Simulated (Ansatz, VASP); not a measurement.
## TeP2 in VASP and in Ansatz

```
CELL_PARAMETERS angstrom
3.39311 0.00000 0.00000
-1.69656 2.93852 0.00000
0.00000 0.00000 5.34884
ATOMIC_POSITIONS crystal
Te 0.00000 0.00000 0.00000
P 0.66667 0.33333 0.72496
P 0.66667 0.33333 0.27504
```

Alike in both runs: task single point; functional PBE; k mesh 6 × 6 × 4; occupations gaussian, width 0.1 eV; no spin polarisation.

|  | VASP | Ansatz |
| --- | --- | --- |
| version | VASP 6.6.1 | Ansatz 0.2.0 |
| potentials or method | VASP PAW PBE potentials, release 64 (Te, P) | scalar-relativistic, plane waves, PAW |
| plane-wave cutoff (eV) | 520 | 420 |
| valence electrons in the cell | 16 | 26 |

Ansatz gave:

- gap on the k mesh at the Fermi level (eV): none
- rms of the force components (eV/Å): 2.465

**Question.** Estimate VASP's values.

**Answer.** gap on the k mesh at the Fermi level (eV): none; rms of the force components (eV/Å): 2.472.

Atom by atom the forces differ by 0.007 eV/Å (rms over components). A gap of «none» marks a metal or a gap that the smearing closes. The functional is the same, so the differences come from potentials, cutoffs and numerics. The two sets of potentials don't hold the same shells in valence.

Caveats: forces of over 1 eV/Å show positions far from the minimum, so gaps and moduli don't describe the material at rest. The runs have no spin-orbit coupling, so splittings on Te are missing.
